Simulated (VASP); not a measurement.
# BeZn2Se3: relaxation of cell and atoms with PBE

BeZn2Se3:

```
CELL_PARAMETERS angstrom
3.78614 0.00000 0.00000
0.00000 3.78614 0.00000
0.00000 0.00000 8.35258
ATOMIC_POSITIONS crystal
Be 0.50000 0.50000 0.00000
Zn 0.50000 0.00000 0.73919
Zn 0.00000 0.50000 0.26081
Se 0.50000 0.00000 0.38377
Se 0.00000 0.50000 0.61623
Se 0.00000 0.00000 0.00000
```

The cell was built by a generator and needn't be a form met in nature.

* Program: VASP 6.6.1
* Task: relaxation of cell and atoms
* Functional: PBE
* Potentials or basis: VASP PAW PBE potentials, release 64 (Be, Zn, Se)
* Cutoff: 520 eV
* k mesh: 4 × 4 × 2
* Occupations: gaussian, width 0.15 eV
* Spin: no spin polarisation
* Further INCAR settings: PREC = Normal; ALGO = Fast; EDIFF = 0.0001; IBRION = 2; EDIFFG = -0.08; NSW = 24; ISIF = 3

| Quantity | Value |
| --- | --- |
| Relaxed volume | 23.68 Å³/atom |
| Relaxed cell | a = 3.488 Å, b = 3.488 Å, c = 11.678 Å, α = 90.00°, β = 90.00°, γ = 90.00° |
| Space group after relaxing (to 0.05 Å) | P-4m2 (No. 115) |
| Energy gained by relaxing | 266.4 meV/atom |
| Ionic steps | 12 |
| Pressure after relaxing | -0.2 GPa |
| Largest force after relaxing | 0.078 eV/Å |
| Band gap on the k mesh | none (metal or under the smearing width) |

Forces in eV/Å, atoms in the order of the input:
```
Be   0.000  0.000  0.000
Zn   0.000  0.000  0.004
Zn   0.000  0.000 -0.004
Se   0.000  0.000  0.078
Se   0.000  0.000 -0.078
Se   0.000  0.000  0.000
```

The path:
```csv
step,energy change (eV),largest force (eV/Å),pressure (GPa),volume (Å³)
1,0.0000,0.7066,-6.02,119.73
2,-0.4272,0.5893,0.00,107.16
3,-0.4368,0.5993,2.31,103.73
4,-0.6361,0.6575,3.12,104.27
5,-0.9186,0.5440,5.12,104.92
6,-0.9276,0.3553,12.93,105.36
7,-1.0737,0.1283,7.90,105.28
8,-1.1975,0.0771,7.19,107.87
9,-1.4381,0.0516,3.93,115.79
10,-1.5881,0.0654,0.98,132.21
11,-1.5984,0.0621,1.14,135.46
12,-1.5984,0.0778,-0.21,142.06
```

Final structure:
```cif
data_structure
_symmetry_space_group_name_H-M 'P 1'
_symmetry_Int_Tables_number 1
_cell_length_a 3.4877
_cell_length_b 3.4877
_cell_length_c 11.6784
_cell_angle_alpha 90.000
_cell_angle_beta 90.000
_cell_angle_gamma 90.000
_cell_volume 142.06
loop_
_atom_site_label
_atom_site_type_symbol
_atom_site_fract_x
_atom_site_fract_y
_atom_site_fract_z
_atom_site_occupancy
Be1 Be 0.50000 0.50000 0.00000 1
Zn1 Zn 0.50000 0.00000 0.69516 1
Zn2 Zn 0.00000 0.50000 0.30484 1
Se1 Se 0.50000 0.00000 0.33438 1
Se2 Se 0.00000 0.50000 0.66563 1
Se3 Se 0.00000 0.00000 0.00000 1
```

Levels at points of the mesh, in eV from the Fermi level:
```
           k point  band 20  band 21  band 22  band 23  band 24  band 25
(0.00, 0.00, 0.00)    -1.81    -1.77    -1.77     0.12     0.69     1.19
(0.50, 0.00, 0.00)    -0.29     0.07     0.08     0.69     2.24     3.43
(0.50, 0.50, 0.00)    -1.91    -1.91    -1.07    -1.07    -0.91    -0.85
(0.00, 0.00, 0.50)    -1.88    -1.73    -1.73     0.43     0.60     1.14
(0.50, 0.00, 0.50)    -0.29     0.07     0.08     0.91     2.02     2.67
(0.50, 0.50, 0.50)    -1.88    -1.88    -1.10    -1.10    -0.92    -0.85
```

Run time: 3.1 min on 1 thread of Intel(R) Xeon(R) Platinum 8175M CPU @ 2.50GHz (Skylake/Cascade Lake), with other jobs on the host, peak memory 0.19 GiB.

Caveat: the k mesh is coarse (spacing up to 0.41 Å⁻¹), so the values aren't converged; the volume moved by over 15 % at a fixed basis, so the end points are rough; the relaxation stopped at a loose force limit of 0.08 eV/Å, so its end isn't a converged minimum.
